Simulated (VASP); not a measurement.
# CdSi4O (F-43m) in VASP: further runs, part 2 of 2

VASP 6.6.1.

## 3. Band structure, TPSS

Input file INCAR:

```
  ALGO = Normal
  EDIFF = 1E-6
  ENCUT = 520
  ISIF = 2
  ISMEAR = -1
  LASPH = T
  LCHARG = F
  LMIXTAU = T
  LREAL = F
  LWAVE = F
  METAGGA = TPSS
  NBANDS = 26
  NELM = 60
  PREC = Accurate
  SIGMA = 0.05
```

Input file KPOINTS:

```
k-points
0
Gamma
  5 5 5
```

Input file POSCAR:

```
CdSi4O
1.0
    0.0000000000      3.6017500000      3.6017500000
    3.6017500000      0.0000000000      3.6017500000
    3.6017500000      3.6017500000      0.0000000000
Cd Si O
1 4 1
Direct
    0.5000000000      0.5000000000      0.5000000000
    0.8767200000      0.8767200000      0.3698400000
    0.8767200000      0.3698400000      0.8767200000
    0.8767200000      0.8767200000      0.8767200000
    0.3698400000      0.8767200000      0.8767200000
    0.2500000000      0.2500000000      0.2500000000
```

Input file KPOINTS_OPT:

```
path GXWKGLUWLK,UX
10
line-mode
reciprocal
 0.0000000000  0.0000000000  0.0000000000  G
 0.5000000000  0.0000000000  0.5000000000  X

 0.5000000000  0.0000000000  0.5000000000  X
 0.5000000000  0.2500000000  0.7500000000  W

 0.5000000000  0.2500000000  0.7500000000  W
 0.3750000000  0.3750000000  0.7500000000  K

 0.3750000000  0.3750000000  0.7500000000  K
 0.0000000000  0.0000000000  0.0000000000  G

 0.0000000000  0.0000000000  0.0000000000  G
 0.5000000000  0.5000000000  0.5000000000  L

 0.5000000000  0.5000000000  0.5000000000  L
 0.6250000000  0.2500000000  0.6250000000  U

 0.6250000000  0.2500000000  0.6250000000  U
 0.5000000000  0.2500000000  0.7500000000  W

 0.5000000000  0.2500000000  0.7500000000  W
 0.5000000000  0.5000000000  0.5000000000  L

 0.5000000000  0.5000000000  0.5000000000  L
 0.3750000000  0.3750000000  0.7500000000  K

 0.6250000000  0.2500000000  0.6250000000  U
 0.5000000000  0.0000000000  0.5000000000  X
```

Potentials or basis: VASP PAW PBE potentials, release 64 (Cd, Si, O).

Started as:

```sh
> cat potpaw_PBE.64/Cd/POTCAR potpaw_PBE.64/Si/POTCAR potpaw_PBE.64/O/POTCAR > POTCAR
> mpirun -np 1 vasp_std > vasp.out
```

OUTCAR:

```text
EDIFF = 1E-6
   ENCUT = 520
   ISIF = 2
   ISMEAR = -1
   LASPH = T
   LREAL = F
   METAGGA = TPSS
   NELM = 60
   PREC = Accurate

 ion  position               nearest neighbor table
   1  0.500  0.500  0.500-   3 2.99   4 2.99   5 2.99   4 2.99   4 2.99   5 2.99   2 2.99   2 2.99
                             5 2.99   2 2.99   3 2.99   3 2.99
   2  0.877  0.877  0.370-   3 2.51   4 2.51   5 2.51   4 2.58   3 2.58   5 2.58   1 2.99   1 2.99
                             1 2.99
   3  0.877  0.370  0.877-   2 2.51   4 2.51   5 2.51   2 2.58   4 2.58   5 2.58   1 2.99   1 2.99
                             1 2.99
   4  0.877  0.877  0.877-   2 2.51   3 2.51   5 2.51   2 2.58   3 2.58   5 2.58   1 2.99   1 2.99
                             1 2.99
   5  0.370  0.877  0.877-   2 2.51   3 2.51   4 2.51   4 2.58   2 2.58   3 2.58   1 2.99   1 2.99
                             1 2.99
   6  0.250  0.250  0.250-

  LATTYP: Found a face centered cubic cell.
 ALAT       =     7.2035000000

  Lattice vectors:

 A1 = (   0.0000000000,   3.6017500000,   3.6017500000)
 A2 = (   3.6017500000,   0.0000000000,   3.6017500000)
 A3 = (   3.6017500000,   3.6017500000,   0.0000000000)

Analysis of symmetry for initial positions (statically):
=====================================================================
 Subroutine PRICEL returns:
 Original cell was already a primitive cell.

 Routine SETGRP: Setting up the symmetry group for a
 face centered cubic supercell.

 Subroutine GETGRP returns: Found 24 space group operations
 (whereof 24 operations were pure point group operations)
 out of a pool of 48 trial point group operations.

The static configuration has the point symmetry T_d .

Analysis of symmetry for dynamics (positions and initial velocities):
=====================================================================
 Subroutine PRICEL returns:
 Original cell was already a primitive cell.

 Routine SETGRP: Setting up the symmetry group for a
 face centered cubic supercell.

[... 120 lines left out ...]
  Thomas-Fermi vector in A             =   2.305204
   LORBIT       =      0    0 simple, 1 ext, 2 COOP (PROOUT), +10 PAW based schemes
   METAGGA = TPSS    functional components
   LHFCALC =     F    Hartree Fock is set to
   AEXX    =    0.0000 exact exchange contribution
   IVDW    =     0    specifies the selected vdW correction
   LEPSILON=     F    determine dielectric tensor
   LRPA    =     F    only Hartree local field effects (RPA)
 non-spin polarized calculation
  energy-cutoff  :      520.00
  volume of cell :       93.45
 maximum number of plane-waves:      2565
 NGX is ok and might be reduce to    40
   NGX = 19   NGY = 19   NGZ = 19

 number of electron      33.9999993 magnetization

 Free energy of the ion-electron system (eV)
  ---------------------------------------------------
  ext. energy  EPLUGINS =         0.00000000
  ---------------------------------------------------
  free energy    TOTEN  =       -52.25225958 eV

  energy without entropy =      -52.23655406  energy(sigma->0) =      -52.24440682

 E-fermi :   6.5625     XC(G=0): -11.0648

 val. band max:        6.5498969130   @ k =   0.4000   0.0000   0.0000
 cond. band min:       6.6494391504   @ k =   0.4000   0.4000   0.0000
 fundamental gap:      0.0995422375
 Fermi energy:         6.5625046069

 k-point     1 :       0.0000    0.0000    0.0000
  band No.  band energies     occupation
      1     -10.2831      2.00000
      2      -6.0377      2.00000
      3      -2.4491      2.00000
      4      -2.4491      2.00000
      5      -2.4491      2.00000
      6      -2.4014      2.00000
[... 279 lines left out ...]
     25      12.8727      0.00000
     26      13.0169      0.00000

------------------------ aborting loop because EDIFF is reached ----------------------------------------

  FORCE on cell =-STRESS in cart. coord.  units (eV):
  Direction    XX          YY          ZZ          XY          YZ          ZX
  --------------------------------------------------------------------------------------
  -------------------------------------------------------------------------------------
  Total       -1.7457373     -1.7457373     -1.7457373      0.0000000      0.0000000      0.0000000
  in kB      -29.9308308    -29.9308308    -29.9308308      0.0000000      0.0000000      0.0000000
  external PRESSURE =     -29.9308308 kB  Pullay stress =       0.0000000 kB

 VOLUME and BASIS-vectors are now :
 -----------------------------------------------------------------------------
  energy-cutoff  :      520.00
  volume of cell :       93.45
      direct lattice vectors                 reciprocal lattice vectors
     0.000000000  3.601750000  3.601750000    -0.138821406  0.138821406  0.138821406
     3.601750000  0.000000000  3.601750000     0.138821406 -0.138821406  0.138821406
     3.601750000  3.601750000  0.000000000     0.138821406  0.138821406 -0.138821406

 POSITION                                       TOTAL-FORCE (eV/Angst)
 -----------------------------------------------------------------------------------
      3.60175      3.60175      3.60175         0.000000      0.000000      0.000000
      4.48980      4.48980      6.31545        -0.052092     -0.052092      0.052092
      4.48980      6.31545      4.48980        -0.052092      0.052092     -0.052092
      6.31545      6.31545      6.31545         0.052092      0.052092      0.052092
      6.31545      4.48980      4.48980         0.052092     -0.052092     -0.052092
      1.80088      1.80088      1.80088         0.000000      0.000000      0.000000
 -----------------------------------------------------------------------------------
    total drift:                               -0.000000     -0.000000     -0.000000

  FREE ENERGIE OF THE ION-ELECTRON SYSTEM (eV)
  ---------------------------------------------------
  free  energy   TOTEN  =       -52.2522595759 eV

  energy  without entropy=      -52.2365540628  energy(sigma->0) =      -52.24440682
```

OSZICAR:

```text
N       E                     dE             d eps       ncg     rms          rms(c)
DAV:   1     0.286460467785E+03    0.28646E+03   -0.25795E+04   668   0.318E+03
DAV:   2     0.145825655820E+02   -0.27188E+03   -0.26003E+03   880   0.550E+02
DAV:   3    -0.132861637627E+02   -0.27869E+02   -0.26055E+02   896   0.163E+02
DAV:   4    -0.155679469053E+02   -0.22818E+01   -0.21820E+01   904   0.554E+01
DAV:   5    -0.157192306473E+02   -0.15128E+00   -0.14864E+00   928   0.138E+01    0.127E+01
DAV:   6    -0.524778794646E+02   -0.36759E+02   -0.17401E+02   530   0.110E+02    0.104E+01
DAV:   7    -0.528154832941E+02   -0.33760E+00   -0.44518E+00   680   0.173E+01    0.597E+00
DAV:   8    -0.525355747365E+02    0.27991E+00   -0.12746E+00   648   0.753E+00    0.617E+00
DAV:   9    -0.518916790424E+02    0.64390E+00   -0.19169E+00   586   0.915E+00    0.277E+00
DAV:  10    -0.522841288095E+02   -0.39245E+00   -0.62064E-01   570   0.573E+00    0.176E+00
[... 82 further cycles ...]
DAV:   8     0.334948947251E+01   -0.14835E-06      456
       N       E                     dE             ncg
DAV:   1     0.179659340163E+04   -0.80764E+04      520
DAV:   2     0.135574011446E+03   -0.16610E+04      598
DAV:   3     0.362300376557E+02   -0.99344E+02      654
DAV:   4     0.345861839216E+02   -0.16439E+01      590
DAV:   5     0.345612100549E+02   -0.24974E-01      654
DAV:   6     0.345605062119E+02   -0.70384E-03      572
DAV:   7     0.345604747199E+02   -0.31492E-04      600
DAV:   8     0.345604733751E+02   -0.13449E-05      480
DAV:   9     0.345604733107E+02   -0.64389E-07      320
```

Wall time 4.5 min (1 thread of Intel Xeon 6975P-C (Granite Rapids), shared host); peak memory 0.28 GiB.

What came out:

- Free energy: -52.2523 eV
- Pressure: -3.0 GPa
- Largest force: 0.090 eV/Å
- Band gap along the path: none (metal or under the smearing width)

Forces on the atoms (eV/Å):
```
Cd   0.000  0.000  0.000
Si  -0.052 -0.052  0.052
Si  -0.052  0.052 -0.052
Si   0.052  0.052  0.052
Si   0.052 -0.052 -0.052
O    0.000  0.000  0.000
```

Levels at the corners of the path, in eV from the Fermi level:
| point | band 13 | band 14 | band 15 | band 16 | band 17 | band 18 | band 19 | band 20 | band 21 | band 22 |
| --- | --- | --- | --- | --- | --- | --- | --- | --- | --- | --- |
| Γ | -4.00 | -4.00 | -1.71 | -1.71 | -1.71 | -1.22 | -0.83 | -0.83 | 4.17 | 4.17 |
| X | -1.24 | -1.24 | -1.04 | 0.54 | 0.54 | 0.64 | 1.34 | 1.48 | 2.04 | 3.07 |
| X | -1.24 | -1.24 | -1.04 | 0.54 | 0.54 | 0.64 | 1.34 | 1.48 | 2.04 | 3.07 |
| W | -2.71 | -1.20 | -0.95 | -0.94 | -0.49 | 1.19 | 1.63 | 1.83 | 2.05 | 4.65 |
| W | -2.71 | -1.20 | -0.95 | -0.94 | -0.49 | 1.19 | 1.63 | 1.83 | 2.05 | 4.65 |
| K | -1.90 | -1.49 | -0.90 | -0.85 | -0.44 | 0.32 | 1.03 | 2.91 | 3.18 | 3.77 |
| K | -1.90 | -1.49 | -0.90 | -0.85 | -0.44 | 0.32 | 1.03 | 2.91 | 3.18 | 3.77 |
| Γ | -4.00 | -4.00 | -1.71 | -1.71 | -1.71 | -1.22 | -0.83 | -0.83 | 4.17 | 4.17 |
| Γ | -4.00 | -4.00 | -1.71 | -1.71 | -1.71 | -1.22 | -0.83 | -0.83 | 4.17 | 4.17 |
| L | -4.11 | -1.81 | -0.76 | -0.76 | 0.22 | 0.74 | 0.74 | 0.92 | 2.50 | 2.50 |
| L | -4.11 | -1.81 | -0.76 | -0.76 | 0.22 | 0.74 | 0.74 | 0.92 | 2.50 | 2.50 |
| U | -1.90 | -1.49 | -0.90 | -0.85 | -0.44 | 0.32 | 1.03 | 2.91 | 3.18 | 3.77 |
| U | -1.90 | -1.49 | -0.90 | -0.85 | -0.44 | 0.32 | 1.03 | 2.91 | 3.18 | 3.77 |
| W | -2.71 | -1.20 | -0.95 | -0.94 | -0.49 | 1.19 | 1.63 | 1.83 | 2.05 | 4.65 |
| W | -2.71 | -1.20 | -0.95 | -0.94 | -0.49 | 1.19 | 1.63 | 1.83 | 2.05 | 4.65 |
| L | -4.11 | -1.81 | -0.76 | -0.76 | 0.22 | 0.74 | 0.74 | 0.92 | 2.50 | 2.50 |
| L | -4.11 | -1.81 | -0.76 | -0.76 | 0.22 | 0.74 | 0.74 | 0.92 | 2.50 | 2.50 |
| K | -1.90 | -1.49 | -0.90 | -0.85 | -0.44 | 0.32 | 1.03 | 2.91 | 3.18 | 3.77 |
| U | -1.90 | -1.49 | -0.90 | -0.85 | -0.44 | 0.32 | 1.03 | 2.91 | 3.18 | 3.77 |
| X | -1.24 | -1.24 | -1.04 | 0.54 | 0.54 | 0.64 | 1.34 | 1.48 | 2.04 | 3.07 |

Caveat: the PAW data sets were made with another functional, which shifts forces and pressure a little.
